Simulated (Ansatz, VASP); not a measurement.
# Cross-check of AlPt2 (Pt-Al-Pt stack, (100) layers) between VASP and Ansatz, part 2 of 2

Aim: how closely do two programs agree when they are given the same cell, functional and k mesh? The cell is taken from a series of runs on this material, whose earlier steps may have relaxed, scaled, displaced or heated it; both programs get it as it stands.

VASP 6.6.1 and Ansatz 0.2.0.

So far: The starting structure; VASP: zone-centre phonons, PBEsol.

## Step 3: Ansatz: zone-centre phonons, PBEsol

Level of this step: Ansatz beside VASP: Kohn-Sham DFT, plane waves, PBEsol (Ansatz).

Ansatz runs on its PAW soft_1 files.

The same cell, functional, mesh and smearing now go to Ansatz, which takes its cutoff from its data sets.

Contents of input.yaml:

```yaml
crystal:
  lattice:
    - [2.743464242, 0.0, 0.0]
    - [0.0, 2.743464242, 0.0]
    - [0.0, 0.0, 31.9000003]
  atoms:
    - { symbol: Pt, position: [0.0, 0.0, 0.183396524] }
    - { symbol: Al, position: [0.5, 0.5, 0.2358934147] }
    - { symbol: Pt, position: [0.0, 0.0, 0.2883903054] }
  periodic: [true, true, false]
kpoints:
  mp_grid: { grid: [6, 6, 1] }
hamiltonian:
  xc: pbesol
  pseudopotentials: { kind: paw, azcp: { folder: soft_1 }, xc_functional: pbe }
scf:
  occupations: { method: methfessel_paxton, width: 0.2 }
output:
  eigenvalues: true
phonons:
  method: dfpt
  qmesh: [2, 2, 1]
  temperatures: { t_max: 1000, t_step: 50 }
  qpath:
    path: [[0.0, 0.0, 0.0], [0.0, 0.5, 0.0], [0.5, 0.5, 0.0], [0.0, 0.0, 0.0]]
    npoints: 10
```

Run with:

```sh
ansatz run input.yaml --threads 4 --pin off --max-ram 12288MiB --backend cpu --events-out ev --progress --plain --runs-dir out
```

Numbers of over 12 decimals in the logs are rounded to 6 here.

The log of the run:

```text
Warning: crystal.symmetry: narrowed to the stabiliser of the run's FFT grids — unitary ops 16 → 8. A phonons.method: dfpt run fills in the rows of the dynamical matrix that it does not solve by its symmetry operations, which is exact only for operations that map its FFT grids onto themselves: filled in by any other, the frequencies could depend on the order in which like atoms are typed, or, by more than the grids' own error, on where the crystal sits among the grids' points. Excluded: 8 operations. The run can therefore solve more perturbations, solve them on more k-points, or both, and cost more. [rest of the remark cut]
Engine: ansatz 0.2.0, aarch64-unknown-linux-gnu
Pseudopotentials: kind: paw
Pseudopotential: Pt, paw, valence charge 18, recommended cutoff 420 eV (normal), soft_1/Pt.paw.azcp
Pseudopotential: Al, paw, valence charge 3, recommended cutoff 420 eV (normal), soft_1/Al.paw.azcp
Functional definition: PBEsol
  exchange = pbesol_x
  correlation = pbesol_c
Crystal: 3 atoms, lattice volume = 240.098 Å³
Basis set: ecut = 420 eV, 4783 PW (Γ), exchange–correlation on 40×40×432 points (8 copies of the dense FFT grid, shifted against one another)
Bands: 24, of which v1, the nominal top of the filled ones, is band 20 counted from 1 (19 counted from 0)
Symmetry: 16 space group operations
k-points: 10 of 36 (irreducible under 8 space group operations)
Non-local potential: Pt, projectors of the file, l = 0: 3, l = 1: 2, l = 2: 2, l = 3: 1
Non-local potential: Al, projectors of the file, l = 0: 2, l = 1: 2, l = 2: 1
PAW form: soft (Blöchl's): semilocal exchange-correlation on the pseudo side does not see the compensation charge
PAW frozen core: Pt, regenerated for the run's functional, and the local potential with it (the file was generated under x = pbe(κ = 0.804, μ = 0.219515), c = pbe(β = 0.066725))
PAW frozen core: Al, regenerated for the run's functional, and the local potential with it (the file was generated under x = pbe(κ = 0.804, μ = 0.219515), c = pbe(β = 0.066725))
PAW one-centre angular grid: Pt, 590 points (default); XC on 64 Gauss nodes
PAW one-centre angular grid: Al, 110 points (default); XC on 64 Gauss nodes
Initial density: superposition of atomic densities (neutral atoms: chi_scale 0, normalization atom)
Initial wavefunctions: pseudopotential atomic-orbital guess
Functional: x = pbesol(κ = 0.804, μ = 0.123457), c = pbesol(β = 0.046)
SCF iter   1: F=—  HF=-25298.187285 eV  |F-HF|=—  |Δ(HF+E_count)|=         —  Δρ=4.12e-2  dr2=9.00e0  ethr=3.10e-3  ⟨swp⟩=14.0  Hψ=2023  notcnv=0
preconditioner: auto → LDOS  [metal: Δε(μ)=0.035 eV  Ē_g=7.607 eV  σ=0.200 eV  W_gap=0.15  n_scr=20 (ndim 8)  ℏωp=11.5 eV  f_vac=0.762  D(μ)=1.28/eV (n_scr^D=8)  β→1.0]
SCF iter   2: F=—  HF=-25300.487714 eV  |F-HF|=—  |Δ(HF+E_count)|=    2.30e0  S|Δr|=    0.00e0  Δρ=5.04e-2  dr2=2.39e1  ethr=3.10e-3  ⟨swp⟩=5.1  Hψ=819  notcnv=0  defer=6  recentre
SCF iter   3: F=—  HF=-25296.506001 eV  |F-HF|=—  |Δ(HF+E_count)|=    3.98e0  S|Δr|=    0.00e0  Δρ=7.24e-3  dr2=3.27e-1  ethr=3.10e-3  ⟨swp⟩=4.4  Hψ=821  notcnv=0  defer=5
SCF iter   4: F=—  HF=-25296.448637 eV  |F-HF|=—  |Δ(HF+E_count)|=   5.74e-2  S|Δr|=    0.00e0  Δρ=1.87e-3  dr2=7.70e-3  ethr=8.39e-4  ⟨swp⟩=3.3  Hψ=617  notcnv=0  defer=5
SCF iter   5: F=—  HF=-25296.446517 eV  |F-HF|=—  |Δ(HF+E_count)|=   2.12e-3  S|Δr|=    0.00e0  Δρ=4.63e-4  dr2=3.42e-4  ethr=1.97e-5  ⟨swp⟩=3.8  Hψ=586  notcnv=0  defer=5
SCF iter   6: F=—  HF=-25296.446795 eV  |F-HF|=—  |Δ(HF+E_count)|=   2.78e-4  S|Δr|=    0.00e0  Δρ=1.30e-4  dr2=3.10e-5  ethr=8.77e-7  ⟨swp⟩=3.1  Hψ=522  notcnv=0  defer=5
SCF iter   7: F=—  HF=-25296.446817 eV  |F-HF|=—  |Δ(HF+E_count)|=   2.27e-5  S|Δr|=    0.00e0  Δρ=1.85e-5  dr2=7.63e-7  ethr=7.94e-8  ⟨swp⟩=3.3  Hψ=502  notcnv=0  defer=5
SCF iter   8: F=—  HF=-25296.446817 eV  |F-HF|=—  |Δ(HF+E_count)|=   2.30e-8  S|Δr|=    0.00e0  Δρ=3.05e-6  dr2=2.26e-8  ethr=1.96e-9  ⟨swp⟩=3.5  Hψ=568  notcnv=0  defer=5
SCF iter   9: F=—  HF=-25296.446818 eV  |F-HF|=—  |Δ(HF+E_count)|=   9.60e-8  S|Δr|=    0.00e0  Δρ=7.06e-7  dr2=2.07e-9  ethr=5.79e-11  ⟨swp⟩=3.5  Hψ=531  notcnv=0  defer=5
SCF iter  10: F=—  HF=-25296.446818 eV  |F-HF|=—  |Δ(HF+E_count)|=   2.99e-9  S|Δr|=    0.00e0  Δρ=1.75e-7  dr2=4.04e-11  ethr=5.32e-12  ⟨swp⟩=3.8  Hψ=542  notcnv=0  defer=5
SCF iter  11: F=-25296.446818 eV  HF=-25296.446818 eV  |F-HF|=1.46e-11  |Δ(HF+E_count)|=  6.44e-10  S|Δr|=    0.00e0  Δρ=2.88e-8  dr2=3.14e-12  ethr=1.00e-12  ⟨swp⟩=21.9  Hψ=2232  notcnv=0
SCF 1 converged in 11 iterations: F = -25296.446818 eV  dr2 = 3.14e-12
  greatest PAW one-centre occupation: 1.000 electrons in one spin orbital (limit 2), on the Pt atom at site 2 (counted from 0), in its partial waves of l = 0
phonons: the bands overlap, so this run is a metal and interpolates without the dipole-dipole term. If the crystal is really an insulator or semiconductor, its LO-TO splitting is missing
NSCF: frozen V_eff on 10 k-points
NSCF: frozen V_eff on 16 k-points
DFPT response loops at q = (0, 0, 0) (fractional): preconditioner auto → none (partly filled bands, converged f_vac=0.766); β = 0.50; Broyden in place of MSR1
NSCF: frozen V_eff on 32 k-points
DFPT response loops at q = (0, -0.5, 0) (fractional): mixed as the last ones told, above
NSCF: frozen V_eff on 32 k-points
DFPT response loops at q = (-0.5, -0.5, 0) (fractional): mixed as the last ones told, above
SCF converged after 11 iterations
Stability not checked: this state was not tested for a lower state beside it, because cold or Methfessel-Paxton smearing, or corrected tetrahedra, fill the levels in a way that the test cannot read (fill_not_monotonic; see scf.lower_state_search)
Free energy (F): -25296.446818 eV
Harris-Foulkes:  -25296.446818 eV  (|F-HF|=1.46e-11)
Internal energy: -25296.442288 eV  (E = F + TS)
E sigma→0 (E₀):  -25296.445685 eV
Entropy (-TS):   -0.004529 eV (-1.510 meV/atom)
Fermi energy:    -5.276075 eV
--- Per-component energies (eV) ---
  E_band       = -1298.657606
  E_kinetic    = 1223.782498
  E_local      = -114709.446657  (includes V_loc(G=0)·N_el)
  E_nonlocal   = 424.697999
  E_hartree    = 56491.352753
  E_xc         = -501.075131
  E_vxc        = -573.156958  (∫ρ·V_xc dr)
  E_paw        = -19150.238295  (= ΣΔE_a)
  E_vpaw       = -647.241872  (= ΣTr[D̂ρ^β])
  E_aug_tail   = 0.002259  (compensation charges beyond the density's cutoff)
  E_ewald      = 50923.889084
  E_core_change = 0.593202  (= ΣΔE_core)
  E_smearing   = -0.004529  (= −TS)
  E_closure    = -0.000000  (closes the sum)
  Σ components = -25296.446818   (vs F -25296.446818, Δ=0.00e0)
--- Band table (eV; the first three rows and the last of 10) ---
  k-point 0: bands = [... 16 lower, -6.5087, -6.5087, -5.9843, -5.4830, -5.4426, -3.4950, -0.0954, 0.0439]
  k-point 1: bands = [... 16 lower, -6.8946, -6.4418, -6.0124, -5.9651, -4.9445, -2.3174, 0.4399, 0.6321]
  k-point 2: bands = [... 16 lower, -6.9092, -6.8726, -6.6322, -6.2472, -3.8603, -1.4608, -0.2908, 1.0075]
  k-point 9: bands = [... 16 lower, -4.0620, -4.0511, -3.3347, -3.3347, -0.8231, -0.5082, -0.4965, -0.4965]
--- Phonons (Γ-DFPT): 6 representative perturbations + reference (Σ response iterations 30) ---
  ASR residual: 1.541e-5 → 0.000e0 eV/Å²; symmetrization residual: 3.989e-6 eV/Å²
  The last average, over the group as it would stand without the narrowing to the FFT grids, took up to 7.750e-7 eV/Å² of the zone centre's force constants
  ASR residual per site (eV/Å²): 1.54e-5 9.73e-6 1.39e-5
  Γ frequencies (cm⁻¹): 0.00 0.00 0.00 51.94 51.94 124.93 246.28 246.28 411.93
--- Phonons (arbitrary-q DFPT): 3 irreducible q on the 2×2×1 mesh ---
  q = [0.0000, 0.0000, 0.0000] (star 1, of the zone-centre solve; hermiticity 5.07e-7, symmetrization 3.12e-12, taken by the last average 4.92e-8): -0.00 -0.00 0.00 51.94 51.94 124.93 246.28 246.28 411.93
  q = [0.0000, -0.5000, 0.0000] (star 2, 9 solved perturbations on 16 of 36 k-point pairs; hermiticity 8.14e-7, symmetrization 1.23e-9, taken by the last average 4.20e-8): 65.31 71.58 115.26 122.06 144.24 179.00 228.75 313.65 462.62
  q = [-0.5000, -0.5000, 0.0000] (star 1, 6 solved perturbations in 78 linear systems a pass and spin channel, the states on 16 of 36 k-point pairs; hermiticity 1.29e-6, symmetrization 7.85e-10, taken by the last average 7.29e-8): 123.49 136.00 171.44 171.44 172.94 172.94 290.14 394.40 394.40
  sum rule: each row above includes the acoustic sum rule's correction from the zone centre's row sums; it moved no ω² by more than (0.31 cm⁻¹)²
  mesh force constants: q→R imaginary residual 1.20e-17; ASR residual 1.541e-5 → 0.000e0 eV/Å²; symmetrization residual 5.329e-15 eV/Å²
  interpolated dispersion: 31 rows × 9 modes
  density of states and harmonic sums: on the 22×22×1 q-mesh, interpolated from the force constants of a 2×2×1 supercell (no non-analytic term)
  largest difference from the sums on the solved wave vectors: F 1.24e-1 eV, S 1.84e-4 and C_V 5.98e-5 eV/K
  zero-point energy: 0.105707 eV/cell   skipped modes (ω ≤ 0): 8, of them read as no rigid motion or as one in doubt: 5 (4.959e-2 modes/cell left out, lowest -14.41 cm⁻¹)   left out of the sums: 6.20e-3 of the cell's modes: C_V's classical limit lies that fraction below 3 k_B per atom; for a crystal, a wire or a layer, F and S can be off by more, and a phonons.interpolated_qmesh denser along its periods is the remedy for the sampling
```

The column dr2 measures how far the density is from self-consistency, as an energy; F and HF (Harris–Foulkes) agree once it is small.

## Step 4: Side by side

Known differences besides the potentials themselves: Ansatz cuts the interaction across the vacuum, VASP repeats the sheet without a dipole correction; VASP's run holds the zone centre alone; the data sets hold 39 valence electrons in Ansatz (on its PAW soft_1 files) and 23 in VASP; the cutoff is 420 eV in Ansatz and 500 eV in VASP; Ansatz makes its cores anew for this functional, VASP keeps those of its PBE data sets. Total energies have different zeros and are not compared.

Both answers:

| quantity | Ansatz | VASP | difference |
| --- | --- | --- | --- |
| optical mode 1 to 2 (cm⁻¹) | 51.9 | 52.5 | -1.08 % |
| optical mode 3 (cm⁻¹) | 124.9 | 125.8 | -0.68 % |
| optical mode 4 to 5 (cm⁻¹) | 246.3 | 248.5 | -0.87 % |
| optical mode 6 (cm⁻¹) | 411.9 | 415.4 | -0.84 % |

Modes are paired by rising frequency, not by their patterns, so a pair may set unlike modes beside each other; they are those without the splitting of longitudinal modes. Where the cell holds vacuum, a pressure given here is an average over it and none of the material.

## Step 5: Outcome

```yaml
r_m_s_difference_of_the_optical_zone_centre_modes_each_program_s_sorted_by_frequency_zone_centre_phonons_pbesol: 2.0 cm⁻¹
difference_in_optical_mode_1_to_2_zone_centre_phonons_pbesol: -1.1 %
```

What this shows: The r.m.s. difference of the optical zone-centre modes, each program's sorted by frequency is 2.0 cm⁻¹ (zone-centre phonons, PBEsol). The data sets hold unlike numbers of valence electrons (39 in Ansatz and 23 in VASP), so part of the differences may come from the potentials. Among the rows given in per cent, the largest difference of the zone-centre phonons, PBEsol pair is in optical mode 1 to 2, -1.1 %. How closely two codes agree says nothing of how well the functional describes the real material.

[Lines on the potential files, build, host, timing and source positions are cut from VASP's logs without a mark.]

[Logs are printed without paths, hosts, clocks, repeated set-up lines and the standing remarks that a program may print on its own settings, such as how far it seeks lower states.]

[Hosts, paths, dates, database ids (printed as entryN), source tags and the programs' standing remarks are cut or masked in the printed files.]
